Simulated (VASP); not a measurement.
Consider the following.

```
CELL_PARAMETERS angstrom
      0.00000     2.30520     2.30520
      2.30520     0.00000     2.30520
      2.30520     2.30520     0.00000
ATOMIC_POSITIONS crystal
  Hf 0.98482 0.01518 0.03687
  N  0.50000 0.50000 0.50000
```

The numbers are results of PBE GGA, VASP's PBE PAW potentials (set 64) (plane waves; VASP), not measurements. Run with 520 eV cut-off, 10×10×10 Γ-centred mesh, first-order Methfessel-Paxton smearing of 0.10 eV, potentials Hf_pv N.

**Question.** The ions are relaxed. Predict the relaxed structure.

**Answer.** 
```
CELL_PARAMETERS angstrom
      0.00000     2.30520     2.30520
      2.30520     0.00000     2.30520
      2.30520     2.30520     0.00000
ATOMIC_POSITIONS crystal
  Hf 0.99243 0.00757 0.01846
  N  0.49239 0.50761 0.51841
```
Space group Fm-3m (225), at a tolerance of 0.03 Å.

**Question.** How much energy does the relaxation gain?

**Answer.** The energy (σ→0) changes by -37.3 meV/atom, in 3 ionic steps.

```json
[
 {"step": "1", "E(σ→0) (eV)": "-21.6291", "max force (eV/Å)": "1.179", "pressure (GPa)": "-10.18", "volume (Å³)": "24.50"},
 {"step": "2", "E(σ→0) (eV)": "-21.7026", "max force (eV/Å)": "0.138", "pressure (GPa)": "-12.02", "volume (Å³)": "24.50"},
 {"step": "3", "E(σ→0) (eV)": "-21.7037", "max force (eV/Å)": "0.002", "pressure (GPa)": "-12.05", "volume (Å³)": "24.50"}
]
```

The compound is HfN in the rock salt structure. In the starting cell atoms are displaced from their ideal sites. This run relaxes the ions in a fixed cell. Symmetry was kept, so distortions that lower it aren't found. The electron count is odd and the run is not spin-polarised, which forces a metal.
